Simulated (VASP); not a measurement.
All values below come from HSE06 screened hybrid, VASP's PBE PAW potentials (set 64) (plane waves; VASP 6.6.1).

A VASP calculation is set up with these files.

**POSCAR**
```
PbS
1.0
  2.1220496097   1.2251660961   3.4705605685
 -2.1220496097   1.2251660961   3.4705605685
  0.0000000000  -2.4503321922   3.4705605685
Pb S
1 1
Direct
  0.9799779329   0.9799779329   0.9799779329
  0.4756290671   0.4756290671   0.4756290671
```

### KPOINTS
```
Regular mesh
0
gamma
6 6 6
```

### INCAR
```
# general
SYSTEM   = PbS
PREC     = Accurate
ENCUT    = 400
LREAL    = .FALSE.
LASPH    = .TRUE.
ISYM     = 3

# electronic loop
EDIFF    = 1E-6
NELM     = 60
ALGO     = Normal
LMAXMIX  = 4

# smearing
ISMEAR   = 0
SIGMA    = 0.05

# functional
GGA      = PE
LHFCALC  = .TRUE.
AEXX     = 0.25
HFSCREEN = 0.2
PRECFOCK = Fast

# ions
ISIF     = 2

# output
LWAVE    = .FALSE.
LCHARG   = .FALSE.
```

**KPOINTS_OPT**
```
named points and PBE's band edges
8
Reciprocal
  0.000000   0.000000   0.000000 1 ! GAMMA
 -0.500000  -0.500000  -0.500000 1 ! T
  0.000000   0.000000  -0.500000 1 ! L
 -0.500000   0.000000  -0.500000 1 ! F
  0.000000   0.374950  -0.374950 1 ! S_0
 -0.374950   0.000000  -0.625050 1 ! S_2
 -0.249900   0.249910  -0.500000 1 ! H_0
 -0.022720   0.022720  -0.500000 1 ! near an edge
```

POTCAR, in this order: Pb_d S (PBE.64 set). Program: vasp_std. Read from the step before: WAVECAR.

Q: What will the output report for the number of irreducible k-points (NKPTS), largest plane-wave count, number of space-group operations, FFT grid (NGX, NGY, NGZ)?

A: 
```yaml
number of irreducible k-points (NKPTS): 32
largest_plane_wave_count: 1002
number_of_space_group_operations: 6
FFT grid (NGX, NGY, NGZ): 28 × 28 × 28
```

The structure comes from a computed database's PbS entry (R3m); how it stands against other phases isn't given here. It was relaxed first.
